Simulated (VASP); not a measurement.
Level of theory: HSE06 screened hybrid, VASP's PBE PAW potentials (set 64) (plane waves; VASP).

VASP ran on this input.

### KPOINTS
```
Automatic mesh
0
Gamma
1 1 1
0 0 0
```

File POSCAR:
```
In atom
1
   12.0000000000     0.0000000000     0.0000000000
    0.0000000000    12.5000000000     0.0000000000
    0.0000000000     0.0000000000    13.0000000000
In
1
Direct
  0.0000000000   0.0000000000   0.0000000000
```

### INCAR
```
NUPDOWN = 1
SYSTEM = In atom
NELM = 200
ISPIN = 2   ! spin-polarised
LASPH = .True.
AEXX = 0.25
ISYM = 0
LCHARG = .False.
LREAL = .False.
EDIFF = 1E-6
LWAVE = .False.
HFSCREEN = 0.2
PRECFOCK = Fast
LHFCALC = .True.
LMAXMIX = 4
MAGMOM = 1
ALGO = All   ! all-band CG
GGA = PE   ! PBE
ENCUT = 520   ! plane-wave cut-off (eV)
LORBIT = 10
ISMEAR = 0   ! Gaussian
SIGMA = 0.01
PREC = Normal
```

POTCAR, in this order: In_d (PBE.64 set). Program: vasp_gam. Read from the step before: WAVECAR.

Output

OSZICAR:
```
       N       E                     dE             d eps       ncg     rms           ort
SDA:   1    -0.575402435991E+00   -0.57540E+00    0.00000E+00    11   0.143E+00   0.000E+00
CGA:   2    -0.590988234887E+00   -0.15586E-01   -0.15625E-01    11   0.341E-01  -0.450E-03
CGA:   3    -0.601100536096E+00   -0.10112E-01   -0.10100E-01    11   0.936E-02   0.131E-03
CGA:   4    -0.604672140161E+00   -0.35716E-02   -0.35772E-02    11   0.471E-02  -0.357E-04
CGA:   5    -0.606107323508E+00   -0.14352E-02   -0.14361E-02    11   0.258E-02  -0.127E-04
CGA:   6    -0.606712517932E+00   -0.60519E-03   -0.60542E-03    11   0.101E-02  -0.313E-04
CGA:   7    -0.606879183159E+00   -0.16667E-03   -0.16737E-03    11   0.417E-03   0.117E-04
CGA:   8    -0.606969219866E+00   -0.90037E-04   -0.89954E-04    11   0.108E-03  -0.885E-05
CGA:   9    -0.606991967283E+00   -0.22747E-04   -0.22753E-04    11   0.323E-04   0.757E-06
CGA:  10    -0.606998762034E+00   -0.67948E-05   -0.68109E-05    11   0.114E-04   0.139E-05
CGA:  11    -0.607001594335E+00   -0.28323E-05   -0.28870E-05    11   0.775E-05  -0.236E-05
CGA:  12    -0.607002443342E+00   -0.84901E-06   -0.90696E-06    11   0.226E-05   0.777E-06
   1 F= -.60700244E+00 E0= -.60700244E+00  d E =-.346435E-13  mag=     1.0000
```

OUTCAR:
```
------------------------ aborting loop because EDIFF is reached ----------------------------------------
  volume of cell :     1950.00
      direct lattice vectors                 reciprocal lattice vectors
    12.000000000  0.000000000  0.000000000     0.083333333  0.000000000  0.000000000
     0.000000000 12.500000000  0.000000000     0.000000000  0.080000000  0.000000000
     0.000000000  0.000000000 13.000000000     0.000000000  0.000000000  0.076923077
 POSITION                                       TOTAL-FORCE (eV/Angst)
 -----------------------------------------------------------------------------------
      0.00000      0.00000      0.00000        -0.000000      0.000000     -0.000000
 -----------------------------------------------------------------------------------
    total drift:                               -0.000000      0.000000     -0.000000
  FREE ENERGIE OF THE ION-ELECTRON SYSTEM (eV)
  ---------------------------------------------------
  free  energy   TOTEN  =        -0.6070024433 eV

  energy  without entropy=       -0.6070024433  energy(sigma->0) =       -0.60700244

  exchange ACFDT corr.  =        -0.00000000  see jH, gK, PRB 81, 115126

 total charge

# of ion       s       p       d       tot
------------------------------------------
    1        1.198   0.261   9.839  11.298

 magnetization (x)

# of ion       s       p       d       tot
------------------------------------------
    1       -0.007   0.261  -0.004   0.250
```
(Selected blocks of OUTCAR.)

The atom may not be in its lowest state.

The cell is a free atom in a box.
